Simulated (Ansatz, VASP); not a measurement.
# Two plane-wave programs on Si2B2C

```xyz
5
Lattice="3.4128 0.0000 0.0000 -1.7064 2.9556 0.0000 0.0000 0.0000 5.3224" Properties=species:S:1:pos:R:3 pbc="T T T"
Si    0.0000    1.9704    3.6841
Si    1.7064    0.9852    1.6383
B     0.0000    1.9704    1.3524
B     1.7064    0.9852    3.9700
C     0.0000    0.0000    0.0000
```

Alike in both runs: functional PBE; k mesh 12 × 12 × 8; occupations gaussian, width 0.1 eV; no spin polarisation.

Ansatz relaxed the structure, and its values are those at the end. VASP's run is a single point on that final structure, the one shown.

|  | VASP | Ansatz |
| --- | --- | --- |
| version | VASP 6.6.1 | Ansatz 0.2.0 |
| potentials or method | VASP PAW PBE potentials, release 64 (Si, B, C) | scalar-relativistic, plane waves, PAW |
| plane-wave cutoff (eV) | 520 | 420 |
| valence electrons in the cell | 18 | 18 |

```tsv
	VASP	Ansatz	Ansatz less VASP
gap on the k mesh at the Fermi level (eV)	none	none	-
pressure (GPa)	0.0	0.0	+0.06
```

A gap of «none» marks a metal or a gap that the smearing closes.
